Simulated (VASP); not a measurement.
OSZICAR of a VASP run on Rh (fcc):

OSZICAR:
```
       N       E                     dE             d eps       ncg     rms          rms(c)
DAV:   1     0.115131045745E+03    0.11513E+03   -0.93856E+03  3201   0.145E+03
DAV:   2    -0.557630798854E+01   -0.12071E+03   -0.11575E+03  3253   0.387E+02
DAV:   3    -0.703898689671E+01   -0.14627E+01   -0.14557E+01  3673   0.485E+01
DAV:   4    -0.704762760278E+01   -0.86407E-02   -0.86398E-02  3486   0.388E+00
DAV:   5    -0.704776592926E+01   -0.13833E-03   -0.13833E-03  3660   0.459E-01    0.956E+00
DAV:   6    -0.662173238551E+01    0.42603E+00   -0.10093E+00  3319   0.150E+01    0.353E+00
DAV:   7    -0.660757772685E+01    0.14155E-01   -0.21255E-02  3535   0.193E+00    0.170E+00
DAV:   8    -0.660490245609E+01    0.26753E-02   -0.31574E-03  3319   0.887E-01    0.183E-01
DAV:   9    -0.660480378897E+01    0.98667E-04   -0.72382E-05  3637   0.139E-01    0.147E-02
DAV:  10    -0.660480687139E+01   -0.30824E-05   -0.51151E-06  3448   0.344E-02    0.289E-03
DAV:  11    -0.660480694746E+01   -0.76064E-07   -0.31015E-07  3634   0.806E-03
   1 F= -.66048069E+01 E0= -.66047076E+01  d E =-.298067E-03
```

Which electronic solver shows in the log?

It is blocked Davidson (ALGO = Normal, or the opening steps of other solvers). The INCAR had ALGO = Normal.

Can the final energy be trusted as converged?

The calculation finished and met its thresholds. It stopped with EDIFF = 1E-7, NELM = 100 (RPBE GGA, plane waves, VASP's PBE PAW potentials (set 64)).

The compound is Rh in the fcc structure. This cell is one point of a volume scan, at 0.97 of the reference volume.
